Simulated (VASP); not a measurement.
# BiB5 (P6/mmm) in VASP: a series of runs

Runs on BiB5. Level: PBE. Tasks: relaxation of cell and atoms, single point.

Everything below comes from runs of VASP 6.6.1. Logs are shortened: lines on timing, memory, paths and dates and some standing lists are left out, and cuts for length are marked.

**1. The cell of the first run**

It takes space group P6/mmm (No. 191, hexagonal). The conventional cell has a = 4.774 Å, b = 4.774 Å, c = 2.990 Å, α = 90.00°, β = 90.00°, γ = 120.00°. Around B (site symmetry -6m2) lie 6 B at 2.03 Å. B (site symmetry mmm) has 4 B at 2.03 Å as nearest neighbours. Around Bi (site symmetry 6/mmm) lie 18 B at 2.76 to 2.82 Å and 2 Bi at 2.99 Å.

The cell was built by a generator and needn't be a form met in nature.

**2. Relaxation of cell and atoms, PBE (species swapped into the SrPd5 type (P6/mmm, No. 191))**

Input file INCAR:

```
SYSTEM = BiB5
ALGO = Normal ; EDIFF = 1E-6
EDIFFG = -0.04 ; ENCUT = 600
GGA = PE ; IBRION = 2
ISIF = 3 ; ISMEAR = 0
LASPH = .True. ; LCHARG = .False.
LREAL = .False. ; LWAVE = .False.
NELM = 100 ; NSW = 90
PREC = Accurate ; SIGMA = 0.1
```

Input file KPOINTS:

```
k-points
0
Gamma
  6 6 6
  0 0 0
```

Input file POSCAR:

```
BiB5
1.0
    4.7736160279      0.0000000000      0.0000000000
   -2.3868080140      4.1340727481      0.0000000000
    0.0000000000      0.0000000000      2.9901872518
B Bi
5 1
Direct
    0.6666666667      0.3333333333      0.0000000000
    0.5000000000      0.0000000000      0.5000000000
    0.5000000000      0.5000000000      0.5000000000
    0.0000000000      0.5000000000      0.5000000000
    0.3333333333      0.6666666667      0.0000000000
    0.0000000000      0.0000000000      0.0000000000
```

Potentials or basis: VASP PAW PBE potentials, release 64 (B, Bi_d).

Run with:

```sh
$ cat potpaw_PBE.64/B/POTCAR potpaw_PBE.64/Bi_d/POTCAR > POTCAR
$ mpirun -np 1 vasp_std > vasp.out
```

OUTCAR:

```text
SYSTEM = BiB5
   EDIFF = 1E-6
   EDIFFG = -0.04
   ENCUT = 600
   GGA = PE
   IBRION = 2
   ISIF = 3
   ISMEAR = 0
   LASPH = .True.
   LREAL = .False.
   NELM = 100
   NSW = 90
   PREC = Accurate

 ion  position               nearest neighbor table
   1  0.667  0.333  0.000-   4 2.03   4 2.03   2 2.03   2 2.03   3 2.03   3 2.03   6 2.76   6 2.76
                             6 2.76
   2  0.500  0.000  0.500-   1 2.03   5 2.03   1 2.03   5 2.03   6 2.82   6 2.82   6 2.82   6 2.82

   3  0.500  0.500  0.500-   1 2.03   5 2.03   1 2.03   5 2.03   6 2.82   6 2.82   6 2.82   6 2.82

   4  0.000  0.500  0.500-   1 2.03   5 2.03   1 2.03   5 2.03   6 2.82   6 2.82   6 2.82   6 2.82

   5  0.333  0.667  0.000-   4 2.03   4 2.03   2 2.03   2 2.03   3 2.03   3 2.03   6 2.76   6 2.76
                             6 2.76
   6  0.000  0.000  0.000-   1 2.76   5 2.76   1 2.76   5 2.76   1 2.76   5 2.76   3 2.82   3 2.82
                             3 2.82   3 2.82   2 2.82   2 2.82   2 2.82   2 2.82   4 2.82   4 2.82

  LATTYP: Found a hexagonal cell.
 ALAT       =     4.7736160279
 C/A-ratio  =     0.6263987791

  Lattice vectors:

 A1 = (   4.7736160279,   0.0000000000,   0.0000000000)
 A2 = (  -2.3868080140,   4.1340727481,   0.0000000000)
 A3 = (   0.0000000000,   0.0000000000,   2.9901872518)

Analysis of symmetry for initial positions (statically):
=====================================================================
 Subroutine PRICEL returns:
 Original cell was already a primitive cell.

 Routine SETGRP: Setting up the symmetry group for a
 hexagonal supercell.

 Subroutine GETGRP returns: Found 24 space group operations
 (whereof 24 operations were pure point group operations)
 out of a pool of 24 trial point group operations.

The static configuration has the point symmetry D_6h.

Analysis of symmetry for dynamics (positions and initial velocities):
=====================================================================
 Subroutine PRICEL returns:
 Original cell was already a primitive cell.

 Routine SETGRP: Setting up the symmetry group for a
 hexagonal supercell.

 Subroutine GETGRP returns: Found 24 space group operations
 (whereof 24 operations were pure point group operations)
 out of a pool of 24 trial point group operations.

The dynamic configuration has the point symmetry D_6h.

 Subroutine INISYM returns: Found 24 space group operations
 (whereof 24 operations are pure point group operations),
 and found     1 'primitive' translations

----------------------------------------------------------------------------------------

                                     Primitive cell

  volume of cell :      59.0098

  direct lattice vectors                    reciprocal lattice vectors
     4.773616028  0.000000000  0.000000000     0.209484800  0.120946106  0.000000000
    -2.386808014  4.134072748  0.000000000     0.000000000  0.241892212  0.000000000
     0.000000000  0.000000000  2.990187252     0.000000000  0.000000000  0.334427217

  length of vectors
     4.773616028  4.773616028  2.990187252     0.241892212  0.241892212  0.334427217

  position of ions in fractional coordinates (direct lattice)
     0.666666667  0.333333333  0.000000000
     0.500000000  0.000000000  0.500000000
     0.500000000  0.500000000  0.500000000
     0.000000000  0.500000000  0.500000000
     0.333333333  0.666666667  0.000000000
     0.000000000  0.000000000  0.000000000

  ion indices of the primitive-cell ions
   primitive index   ion index
                 1           1
                 2           2
                 3           3
                 4           4
                 5           5
                 6           6

----------------------------------------------------------------------------------------

 KPOINTS: k-points

Automatic generation of k-mesh.
 Grid dimensions read from file:
 generate k-points for:    6    6    6

 Generating k-lattice:

  Cartesian coordinates                     Fractional coordinates (reciprocal lattice)
     0.034914133  0.020157684  0.000000000     0.166666667  0.000000000  0.000000000
     0.000000000  0.040315369  0.000000000     0.000000000  0.166666667  0.000000000
     0.000000000  0.000000000  0.055737869     0.000000000  0.000000000  0.166666667

  Length of vectors
     0.040315369  0.040315369  0.055737869

  Shift w.r.t. Gamma in fractional coordinates (k-lattice)
     0.000000000  0.000000000  0.000000000

 Subroutine IBZKPT returns following result:
 ===========================================

 Found     28 irreducible k-points:

 Following reciprocal coordinates:
            Coordinates               Weight
  0.000000  0.000000  0.000000      1.000000
  0.166667 -0.000000  0.000000      6.000000
  0.333333  0.000000  0.000000      6.000000
  0.500000  0.000000  0.000000      3.000000
  0.166667  0.166667  0.000000      6.000000
  0.333333  0.166667  0.000000     12.000000
[... 16 lines left out ...]
  0.166667 -0.000000  0.500000      6.000000
  0.333333  0.000000  0.500000      6.000000
 [... further k-points ...]
   k-points           NKPTS =     28   k-points in BZ     NKDIM =     28   number of bands    NBANDS=     19
   number of dos      NEDOS =    301   number of ions     NIONS =      6
   total plane-waves  NPLWV =  38400
   dimension x,y,z NGX =    40 NGY =   40 NGZ =   24
   dimension x,y,z NGXF=    80 NGYF=   80 NGZF=   48
   ions per type =               5   1
   NGX,Y,Z   is equivalent  to a cutoff of  13.93, 13.93, 13.34 a.u.
   NGXF,Y,Z  is equivalent  to a cutoff of  27.86, 27.86, 26.69 a.u.
 SYSTEM =  BiB5
   PREC   = accura    normal or accurate (medium, high low for compatibility)
   ISTART =      0    job   : 0-new  1-cont  2-samecut
   ICHARG =      2    charge: 1-file 2-atom 10-const
   ISPIN  =      1    spin polarized calculation?
   LNONCOLLINEAR =      F non collinear calculations
   LSORBIT =      F    spin-orbit coupling
   LASPH  =      T    aspherical Exc in radial PAW
   ENCUT  =  600.0 eV  44.10 Ry    6.64 a.u.   9.53  9.53  5.97*2*pi/ulx,y,z
   NELM   =    100;   NELMIN=  2; NELMDL= -5     # of ELM steps
   EDIFF  = 0.1E-05   stopping-criterion for ELM
   LREAL  =      F    real-space projection
   EDIFFG = -.4E-01   stopping-criterion for IOM
   NSW    =     90    number of steps for IOM
   IBRION =      2    ionic relax: 0-MD 1-quasi-New 2-CG
   NFREE  =      1    steps in history (QN), initial steepest desc. (CG)
   ISIF   =      3    stress and relaxation
   ISYM   =      2    0-nonsym 1-usesym 2-fastsym
   POTIM  = 0.5000    time-step for ionic-motion
   TEBEG  =    0.0;   TEEND  =   0.0 temperature during run
   PSTRESS=    0.0 pullay stress
   NELECT =      30.0000    total number of electrons
   NUPDOWN=      -1.0000    fix difference up-down
   EMIN   =  10.00;   EMAX   =-10.00  energy-range for DOS
   EFERMI =   0.00;   METHOD = LEGACY
   ISMEAR =     0;   SIGMA  =   0.10  broadening in eV -4-tet -1-fermi 0-gaus
   EFERMI_NEDOS =   21; number of points for ismear=-14 and -15
   IALGO  =     38    algorithm
   IMIX   =      4    mixing-type and parameters
     AMIX     =   0.40;   BMIX     =  1.00
     AMIX_MAG =   1.60;   BMIX_MAG =  1.00
  volume/ion in A,a.u.               =       9.83        66.37
  Fermi-wavevector in a.u.,A,eV,Ry     =   1.306594  2.469104 23.227694  1.707187
  Thomas-Fermi vector in A             =   2.437385
   LORBIT       =      0    0 simple, 1 ext, 2 COOP (PROOUT), +10 PAW based schemes
   GGA     = PE    functional components
   LHFCALC =     F    Hartree Fock is set to
   AEXX    =    0.0000 exact exchange contribution
   IVDW    =     0    specifies the selected vdW correction
   LEPSILON=     F    determine dielectric tensor
   LRPA    =     F    only Hartree local field effects (RPA)
 conjugate gradient relaxation of ions
 non-spin polarized calculation
 Gauss-broadening in eV      SIGMA  =   0.10
  energy-cutoff  :      600.00
  volume of cell :       59.01
 maximum number of plane-waves:      1992
 NGX is ok and might be reduce to    40
   NGX = 19   NGY = 19   NGZ = 11

--------------------------------------- Ionic step        1  -------------------------------------------

 number of electron      30.0000003 magnetization

 Free energy of the ion-electron system (eV)
  ---------------------------------------------------
  ext. energy  EPLUGINS =         0.00000000
  ---------------------------------------------------
  free energy    TOTEN  =       -28.32686322 eV

  energy without entropy =      -28.31929262  energy(sigma->0) =      -28.32307792

------------------------ aborting loop because EDIFF is reached ----------------------------------------

  FORCE on cell =-STRESS in cart. coord.  units (eV):
  Direction    XX          YY          ZZ          XY          YZ          ZX
  --------------------------------------------------------------------------------------
  -------------------------------------------------------------------------------------
  Total        0.7230002      0.7230002     -0.6483672     -0.0000000     -0.0000000      0.0000000
  in kB       19.6302140     19.6302140    -17.6038478     -0.0000000     -0.0000000      0.0000000
  external PRESSURE =       7.2188601 kB  Pullay stress =       0.0000000 kB
[... 65 lines left out ...]
  energy  without entropy=      -28.3234814847  energy(sigma->0) =      -28.32723706

--------------------------------------- Ionic step        3  -------------------------------------------

 number of electron      30.0000001 magnetization

 Free energy of the ion-electron system (eV)
  ---------------------------------------------------
  ext. energy  EPLUGINS =         0.00000000
  ---------------------------------------------------
  free energy    TOTEN  =       -28.33135711 eV

  energy without entropy =      -28.32386223  energy(sigma->0) =      -28.32760967

 E-fermi :   9.3231     XC(G=0): -12.0562

 val. band max:        9.2532808416   @ k =   0.3333   0.0000   0.3333
 cond. band min:       9.3256891728   @ k =   0.3333   0.3333   0.0000
 fundamental gap:      0.0724083313
 Fermi energy:         9.3230596097

 k-point     1 :       0.0000    0.0000    0.0000
  band No.  band energies     occupation
      1     -14.6125      2.00000
      2     -14.2944      2.00000
      3     -14.2944      2.00000
      4     -14.1193      2.00000
      5     -14.1193      2.00000
      6      -6.8452      2.00000
[... 11 lines left out ...]
     18      12.7882      0.00000
     19      12.7882      0.00000
[... 489 lines left out ...]
      3     -14.2595      2.00000
      4     -14.2507      2.00000
      5     -13.9684      2.00000
      6      -2.4985      2.00000
[... 11 lines left out ...]
     18      11.0784      0.00000
     19      11.1193      0.00000

 [... further k-points ...]
[... 5 lines left out ...]
  --------------------------------------------------------------------------------------
  -------------------------------------------------------------------------------------
  Total        0.0199656      0.0199656      0.0570354     -0.0000000      0.0000000      0.0000000
  in kB        0.5394098      0.5394098      1.5409229     -0.0000000      0.0000000      0.0000000
  external PRESSURE =       0.8732475 kB  Pullay stress =       0.0000000 kB
[... 21 lines left out ...]
  FREE ENERGIE OF THE ION-ELECTRON SYSTEM (eV)
  ---------------------------------------------------
  free  energy   TOTEN  =       -28.3313571146 eV

  energy  without entropy=      -28.3238622261  energy(sigma->0) =      -28.32760967

 reached required accuracy - stopping structural energy minimisation
```

Wall time 74 s (1 thread of Intel Xeon Platinum 8259CL at 2.50GHz (Skylake/Cascade Lake), shared host); peak memory 0.21 GiB.

What came out:

| Property | Result |
| --- | --- |
| Free energy | -28.3314 eV |
| Relaxed volume | 9.88 Å³/atom |
| Relaxed cell | a = 4.795 Å, b = 4.795 Å, c = 2.978 Å, α = 90.00°, β = 90.00°, γ = 120.00° |
| Space group after relaxing (to 0.05 Å) | P6/mmm (No. 191) |
| Energy gained by relaxing | 0.7 meV/atom |
| Ionic steps | 3 |
| Pressure after relaxing | 0.1 GPa |

Stress tensor (GPa, compression positive):
```
0.05 0.00 0.00
0.00 0.05 0.00
0.00 0.00 0.15
```

Step by step:
| step | energy change (eV) | largest force (eV/Å) | pressure (GPa) | volume (Å³) |
| --- | --- | --- | --- | --- |
| 1 | 0.0000 | 0.0000 | 0.72 | 59.01 |
| 2 | -0.0041 | 0.0000 | -0.05 | 59.39 |
| 3 | -0.0045 | 0.0000 | 0.09 | 59.30 |

Final structure:
```
B Bi
1.0
     4.79516    0.00000    0.00000
    -2.39758    4.15273    0.00000
     0.00000    0.00000    2.97809
B Bi
5 1
Direct
  0.66667 0.33333 0.00000
  0.50000 0.00000 0.50000
  0.50000 0.50000 0.50000
  0.00000 0.50000 0.50000
  0.33333 0.66667 0.00000
  0.00000 0.00000 0.00000
```

Caveat: the bands computed are all filled at some k points, so no gap is given; spin-orbit coupling is left out, which moves the levels of the heavy elements.

[end of part 1 of 2]
